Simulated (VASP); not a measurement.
# Nb (Im-3m) in VASP: notebook, part 2 of 2

VASP 6.6.1.

### Step 3. Single point, PBEsol

INCAR reads:

```
  PREC = Accurate
  ENCUT = 520
  EDIFF = 1E-7
  ISMEAR = 0
  SIGMA = 0.1
  LREAL = F
  LASPH = T
  NELM = 60
  ALGO = Normal
  ISIF = 2
  LWAVE = F
  LCHARG = T
  GGA = PS
  LELF = T
  LVHAR = T
  NBANDS = 12
```

KPOINTS reads:

```
regular mesh
0
Gamma
  28 28 28
```

POSCAR reads:

```
Nb
1.0
   -1.6355100000      1.6355100000      1.6355100000
    1.6355100000     -1.6355100000      1.6355100000
    1.6355100000      1.6355100000     -1.6355100000
Nb
1
Direct
    1.0000000000      1.0000000000      1.0000000000
```

Potentials or basis: VASP PAW PBE potentials, release 64 (Nb_sv).

Run with:

```
cat potpaw_PBE.64/Nb_sv/POTCAR > POTCAR
mpirun -np 1 vasp_std > vasp.out
```

OUTCAR:

```text
PREC = Accurate
   ENCUT = 520
   EDIFF = 1E-7
   ISMEAR = 0
   LREAL = F
   LASPH = T
   NELM = 60
   ISIF = 2
   GGA = PS

 ion  position               nearest neighbor table
   1  0.000  0.000  0.000-

  LATTYP: Found a body centered cubic cell.
 ALAT       =     3.2710200000

  Lattice vectors:

 A1 = (  -1.6355100000,   1.6355100000,   1.6355100000)
 A2 = (   1.6355100000,  -1.6355100000,   1.6355100000)
[... 539 lines left out ...]
     10      16.0272      0.00000
     11      24.6672      0.00000
     12      26.1045      0.00000

 [... further k-points ...]

------------------------ aborting loop because EDIFF is reached ----------------------------------------

  FORCE on cell =-STRESS in cart. coord.  units (eV):
  Direction    XX          YY          ZZ          XY          YZ          ZX
  --------------------------------------------------------------------------------------
  -------------------------------------------------------------------------------------
  Total       -0.0257940     -0.0257940     -0.0257940      0.0000000      0.0000000     -0.0000000
  in kB       -2.3616216     -2.3616216     -2.3616216      0.0000000      0.0000000     -0.0000000
  external PRESSURE =      -2.3616216 kB  Pullay stress =       0.0000000 kB

 VOLUME and BASIS-vectors are now :
 -----------------------------------------------------------------------------
  energy-cutoff  :      520.00
  volume of cell :       17.50
      direct lattice vectors                 reciprocal lattice vectors
    -1.635510000  1.635510000  1.635510000     0.000000000  0.305715037  0.305715037
     1.635510000 -1.635510000  1.635510000     0.305715037  0.000000000  0.305715037
     1.635510000  1.635510000 -1.635510000     0.305715037  0.305715037  0.000000000

 POSITION                                       TOTAL-FORCE (eV/Angst)
 -----------------------------------------------------------------------------------
      0.00000      0.00000      0.00000        -0.000000     -0.000000     -0.000000
 -----------------------------------------------------------------------------------
    total drift:                                0.000000      0.000000      0.000000

  FREE ENERGIE OF THE ION-ELECTRON SYSTEM (eV)
  ---------------------------------------------------
  free  energy   TOTEN  =       -10.9563618375 eV

  energy  without entropy=      -10.9490478154  energy(sigma->0) =      -10.95270483
```

OSZICAR:

```text
N       E                     dE             d eps       ncg     rms          rms(c)
DAV:   1     0.117786944328E+03    0.11779E+03   -0.72967E+03 14992   0.108E+03
DAV:   2    -0.659790045337E+01   -0.12438E+03   -0.11982E+03 16128   0.393E+02
DAV:   3    -0.111449028222E+02   -0.45470E+01   -0.43413E+01 21632   0.663E+01
DAV:   4    -0.114170427762E+02   -0.27214E+00   -0.27005E+00 21260   0.144E+01
DAV:   5    -0.114256397942E+02   -0.85970E-02   -0.85936E-02 21416   0.222E+00    0.767E+00
DAV:   6    -0.110037966850E+02    0.42184E+00   -0.62226E-01 24220   0.997E+00    0.269E+00
DAV:   7    -0.109519899783E+02    0.51807E-01   -0.18731E-01 24852   0.538E+00    0.947E-01
DAV:   8    -0.109563047765E+02   -0.43148E-02   -0.12607E-02 17688   0.146E+00    0.415E-02
DAV:   9    -0.109563511467E+02   -0.46370E-04   -0.91686E-04 24224   0.292E-01    0.393E-02
DAV:  10    -0.109563659629E+02   -0.14816E-04   -0.20946E-05 17892   0.550E-02    0.157E-02
DAV:  11    -0.109563620615E+02    0.39014E-05   -0.59196E-06 19680   0.422E-02    0.300E-03
DAV:  12    -0.109563618955E+02    0.16606E-06   -0.33488E-07 21952   0.654E-03    0.104E-03
DAV:  13    -0.109563618375E+02    0.57930E-07   -0.11575E-08 10680   0.181E-03
   1 F= -.10956362E+02 E0= -.10952705E+02  d E =-.731402E-02
```

Wall time 40 s (1 thread of Intel Xeon 6975P-C (Granite Rapids), shared host); peak memory 0.24 GiB.

Results:

* Free energy: -10.9564 eV
* Pressure: -0.2 GPa
* Band gap on the k mesh: none (metal or under the smearing width)

Caveat: the PAW data sets were made with another functional, which shifts forces and pressure a little.

### Step 4. Single point, PBEsol

INCAR, as its differences from that of step 3:

```diff
@@ -4,3 +4,3 @@
   ISMEAR = 0
-  SIGMA = 0.1
+  SIGMA = 0.5
   LREAL = F
```

KPOINTS reads:

```
regular mesh
0
Gamma
  18 18 18
```

POSCAR is that of step 3.

Run with:

```
cat potpaw_PBE.64/Nb_sv/POTCAR > POTCAR
mpirun -np 1 vasp_std > vasp.out
```

It took 14 s on 1 thread of Intel Xeon 6975P-C (Granite Rapids), shared host; peak memory 0.16 GiB.

It converged, with:

```
Free energy            : -11.0388 eV
Pressure               : 0.7 GPa
Band gap on the k mesh : none (metal or under the smearing width)
```

Levels at points of the mesh, in eV from the Fermi level:
| k point | band 5 | band 6 | band 7 | band 8 | band 9 | band 10 |
| --- | --- | --- | --- | --- | --- | --- |
| (0.00, 0.00, 0.00) | -6.09 | 0.29 | 0.29 | 0.29 | 3.30 | 3.30 |
| (0.50, 0.00, 0.00) | -3.93 | -1.82 | 2.36 | 3.35 | 4.06 | 6.60 |
| (0.50, 0.50, 0.50) | -3.97 | -3.97 | 5.78 | 5.78 | 5.78 | 9.23 |

Caveat: the PAW data sets were made with another functional, which shifts forces and pressure a little.

### Step 5. Single point, PBEsol

INCAR, as its differences from that of step 4:

```diff
@@ -1,6 +1,6 @@
   PREC = Accurate
-  ENCUT = 520
+  ENCUT = 900
   EDIFF = 1E-7
   ISMEAR = 0
-  SIGMA = 0.5
+  SIGMA = 0.1
   LREAL = F
```

KPOINTS is that of step 4.

POSCAR is that of step 4.

Run with:

```
cat potpaw_PBE.64/Nb_sv/POTCAR > POTCAR
mpirun -np 1 vasp_std > vasp.out
```

Wall time 33 s (1 thread of Intel Xeon 6975P-C (Granite Rapids), shared host); peak memory 0.23 GiB.

It converged, with:

```
Free energy            : -10.9566 eV
Pressure               : 0.0 GPa
Band gap on the k mesh : none (metal or under the smearing width)
```

Levels at points of the mesh, in eV from the Fermi level:
```
           k point  band 2  band 3  band 4  band 5  band 6  band 7  band 8  band 9  band 10  band 11
(0.00, 0.00, 0.00)  -29.47  -29.47  -29.47   -6.01    0.37    0.37    0.37    3.38     3.38    14.31
(0.50, 0.00, 0.00)  -30.97  -29.94  -29.49   -3.85   -1.74    2.44    3.43    4.14     6.67    11.72
(0.50, 0.50, 0.50)  -30.49  -30.49  -30.49   -3.89   -3.89    5.85    5.85    5.85     9.31     9.31
```

Caveat: the PAW data sets were made with another functional, which shifts forces and pressure a little.

### Step 6. Single point, r2SCAN

INCAR, as its differences from that of step 5:

```diff
@@ -1,3 +1,3 @@
   PREC = Accurate
-  ENCUT = 900
+  ENCUT = 520
   EDIFF = 1E-7
@@ -12,3 +12,4 @@
   LCHARG = T
-  GGA = PS
+  METAGGA = R2SCAN
+  LMIXTAU = T
   LELF = T
```

KPOINTS is that of step 5.

POSCAR is that of step 5.

Potentials or basis: VASP PAW PBE potentials, release 64 (Nb_sv).

Run with:

```
cat potpaw_PBE.64/Nb_sv/POTCAR > POTCAR
mpirun -np 1 vasp_std > vasp.out
```

It took 72 s on 1 thread of Intel Xeon 6975P-C (Granite Rapids), shared host; peak memory 0.17 GiB.

The run converged. Its results:

| Item | Value |
| --- | --- |
| Free energy | -24.8378 eV |
| Pressure | 5.4 GPa |
| Band gap on the k mesh | none (metal or under the smearing width) |

Levels at points of the mesh, in eV from the Fermi level:
| k point | band 3 | band 4 | band 5 | band 6 | band 7 | band 8 | band 9 | band 10 |
| --- | --- | --- | --- | --- | --- | --- | --- | --- |
| (0.00, 0.00, 0.00) | -30.57 | -30.57 | -6.31 | 0.45 | 0.45 | 0.45 | 3.67 | 3.67 |
| (0.50, 0.00, 0.00) | -31.06 | -30.59 | -4.01 | -1.78 | 2.43 | 3.71 | 4.46 | 6.92 |
| (0.50, 0.50, 0.50) | -31.64 | -31.64 | -4.05 | -4.05 | 6.09 | 6.09 | 6.09 | 9.81 |

Caveat: the PAW data sets were made with another functional, which shifts forces and pressure a little.

### Step 7. Overview

```tsv
level	k mesh	cutoff (eV)	smearing	gap on the mesh (eV)	pressure (GPa)
PBEsol	18 × 18 × 18	700	gaussian 0.1 eV	none	0.0
PBEsol	28 × 28 × 28	520	gaussian 0.1 eV	none	-0.2
PBEsol	18 × 18 × 18	520	gaussian 0.5 eV	none	0.7
PBEsol	18 × 18 × 18	900	gaussian 0.1 eV	none	0.0
r2SCAN	18 × 18 × 18	520	gaussian 0.1 eV	none	5.4
```

Alike in all rows: task single point; potentials or basis VASP PAW PBE potentials, release 64 (Nb_sv); no spin polarisation; cell as given.

Every run on the cell as given and a fine mesh finds a metal. The pressure there spans -0.2 GPa (PBEsol) to 5.4 GPa (r2SCAN); a positive pressure means that this level wants a larger cell, a negative one a smaller.

Caveats: the PAW data sets were made with another functional, which shifts forces and pressure a little.

Absolute energies hang on the potentials; compare differences alone.
